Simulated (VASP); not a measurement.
These are PBE GGA with D3 dispersion (zero damping), VASP's PBE PAW potentials (set 64) (plane waves; VASP) values and carry that method's errors.

Input for VASP

File KPOINTS:
```
Automatic mesh
0
Gamma
  13 13 10
0 0 0
```

POSCAR:
```
CuAu
1
    2.7337353519     0.0000000000     0.0000000000
    0.0000000000     2.7337353519     0.0000000000
    0.0000000000     0.0000000000     3.7330517034
Cu Au
1 1
Direct
  0.0000000000   0.0000000000   0.0000000000
  0.5000000000   0.5000000000   0.5000000000
```

INCAR:
```
SYSTEM = CuAu
PREC = Accurate
ENCUT = 520
EDIFF = 1E-7
NELM = 100
ALGO = Normal
LREAL = .FALSE.
LASPH = .TRUE.
ISMEAR = 1
SIGMA = 0.1
GGA = PE
IVDW = 11
LMAXMIX = 6
LWAVE = .FALSE.
LCHARG = .FALSE.
ISIF = 4
IBRION = 2
NSW = 30
EDIFFG = -0.01
```

POTCAR, in this order: Cu Au (PBE.64 set). Program: vasp_std.

The run wrote:

### OSZICAR
```
       N       E                     dE             d eps       ncg     rms          rms(c)
DAV:   1     0.134441205984E+03    0.13444E+03   -0.11521E+04  5262   0.213E+03
DAV:   2    -0.327967281421E+01   -0.13772E+03   -0.13156E+03  5236   0.341E+02
DAV:   3    -0.791240451876E+01   -0.46327E+01   -0.45579E+01  6204   0.730E+01
DAV:   4    -0.796411021473E+01   -0.51706E-01   -0.51687E-01  5907   0.650E+00
DAV:   5    -0.796558439373E+01   -0.14742E-02   -0.14742E-02  7386   0.120E+00    0.127E+01
DAV:   6    -0.735651976764E+01    0.60906E+00   -0.73817E+00  5141   0.807E+01    0.576E+00
DAV:   7    -0.706473094694E+01    0.29179E+00   -0.31388E+00  6153   0.864E+01    0.642E+00
DAV:   8    -0.698518006370E+01    0.79551E-01   -0.32848E-01  6362   0.162E+01    0.288E+00
DAV:   9    -0.697823086599E+01    0.69492E-02   -0.20865E-02  7923   0.315E+00    0.115E-01
DAV:  10    -0.697801730808E+01    0.21356E-03   -0.21741E-03  7522   0.815E-01    0.702E-02
DAV:  11    -0.697801771670E+01   -0.40862E-06   -0.62303E-05  7780   0.141E-01    0.473E-02
DAV:  12    -0.697801281967E+01    0.48970E-05   -0.15639E-06  7484   0.341E-02    0.210E-03
DAV:  13    -0.697801273256E+01    0.87109E-07   -0.20246E-07  4540   0.134E-02
   1 F= -.84353564E+01 E0= -.84353933E+01  d E =-.843536E+01
       N       E                     dE             d eps       ncg     rms          rms(c)
DAV:   1    -0.697880079372E+01   -0.78797E-03   -0.99201E-03  5705   0.962E-01    0.929E-02
DAV:   2    -0.697867380495E+01    0.12699E-03   -0.20844E-04  7525   0.425E-01    0.555E-02
DAV:   3    -0.697863120205E+01    0.42603E-04   -0.19041E-04  6204   0.482E-01    0.401E-02
DAV:   4    -0.697860549310E+01    0.25709E-04   -0.92933E-05  6726   0.332E-01    0.673E-03
DAV:   5    -0.697860574056E+01   -0.24746E-06   -0.35100E-06  5785   0.214E-02    0.434E-03
DAV:   6    -0.697860572870E+01    0.11859E-07   -0.25319E-07  4834   0.145E-02
   2 F= -.84354060E+01 E0= -.84354454E+01  d E =-.495771E-04
```

OUTCAR:
```
------------------------ aborting loop because EDIFF is reached ----------------------------------------
 Edisp (eV)   -1.45680
  FORCE on cell =-STRESS in cart. coord.  units (eV):
  Direction    XX          YY          ZZ          XY          YZ          ZX
  --------------------------------------------------------------------------------------
  Total       0.95774     0.95774     0.92837     0.00000     0.00000     0.00000
  in kB      55.00235    55.00235    53.31541     0.00000     0.00000     0.00000
  external pressure =       54.44 kB  Pullay stress =        0.00 kB
  volume of cell :       27.90
      direct lattice vectors                 reciprocal lattice vectors
     2.735175175  0.000000000 -0.000000000     0.365607296  0.000000000  0.000000000
     0.000000000  2.735175175 -0.000000000     0.000000000  0.365607296  0.000000000
    -0.000000000 -0.000000000  3.729122506     0.000000000  0.000000000  0.268159600
 POSITION                                       TOTAL-FORCE (eV/Angst)
 -----------------------------------------------------------------------------------
      0.00000      0.00000      0.00000         0.000000      0.000000      0.000000
      1.36759      1.36759      1.86456        -0.000000     -0.000000      0.000000
 -----------------------------------------------------------------------------------
    total drift:                               -0.000000      0.000000      0.000000
  FREE ENERGIE OF THE ION-ELECTRON SYSTEM (eV)
  ---------------------------------------------------
  free  energy   TOTEN  =        -8.4354060241 eV

  energy  without entropy=       -8.4355240771  energy(sigma->0) =       -8.43544538

 reached required accuracy - stopping structural energy minimisation
```
(Selected blocks of OUTCAR.)

### CONTCAR
```
CuAu
   1.00000000000000
     2.7351751754470786    0.0000000000000000   -0.0000000000000000
     0.0000000000000000    2.7351751754470786   -0.0000000000000000
    -0.0000000000000000   -0.0000000000000000    3.7291225064086646
  Cu              Au
     1     1
Direct
     0.0000000000000000    0.0000000000000000    0.0000000000000000
     0.5000000000000000    0.5000000000000000    0.5000000000000000
```

The compound is CuAu in the L1_0 structure. This cell is one point of a volume scan, at 0.97 of the reference volume. Symmetry was kept, so distortions that lower it aren't found.
